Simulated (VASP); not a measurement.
Input for VASP

### INCAR
```
LWAVE  =  F
LASPH  =  T
NEDOS  =  601
LEFG  =  T
EDIFF  =  1E-7   # SCF stop (eV)
SYSTEM  =  CaF2
ALGO  =  Normal
NELM  =  100   # most electronic steps
PREC  =  Accurate
ENCUT  =  520   # plane-wave cut-off (eV)
ISIF  =  2   # forces and stress, cell fixed
LCHARG  =  T
LREAL  =  F   # projection in real space or not
GGA  =  PE   # PBE
ISMEAR  =  -5
LORBIT  =  11
```

### POSCAR
```
CaF2
2.7580730
  0.0000000000   1.0000001557   1.0000001557
  1.0000001557   0.0000000000   1.0000001557
  1.0000001557   1.0000001557   0.0000000000
Ca F
1 2
direct
  0.0000000000   0.0000000000   0.0000000000
  0.2500000000   0.2500000000   0.2500000000
  0.7500000000   0.7500000000   0.7500000000
```

KPOINTS:
```
Automatic mesh
0
Gamma
8 8 8
0 0 0
```

POTCAR, in this order: Ca_sv F (PBE.64 set). Program: vasp_std.

Task: Translate this PBE calculation to Ansatz.

Result: One equivalent input (not run):
Ansatz 0.2 input:
```yaml
crystal:
  lattice:
    - [0.0000000, 2.7580734, 2.7580734]
    - [2.7580734, 0.0000000, 2.7580734]
    - [2.7580734, 2.7580734, 0.0000000]
  atoms:
    - { symbol: Ca, position: [0.0000000, 0.0000000, 0.0000000] }
    - { symbol: F, position: [0.2500000, 0.2500000, 0.2500000] }
    - { symbol: F, position: [0.7500000, 0.7500000, 0.7500000] }
kpoints:
  mp_grid: { grid: [8, 8, 8] }
hamiltonian:
  xc: pbe
  pseudopotentials: { kind: paw }
scf:
  occupations: { method: tetrahedron }
  max_iter: 100
output: { forces: true, stress: true, eigenvalues: true }
```
The two are equivalent in intent, not identical: each code has its own PAW files, so the cut-off isn't converted (ENCUT is set for VASP's; basis.ecutwfc is left out, and Ansatz then takes the one that its files recommend); Ansatz stops its SCF on the density residual and VASP on the energy change (EDIFF); the field gradients of LEFG aren't asked of the other code.

The compound is CaF2 in the fluorite structure. It was relaxed first.
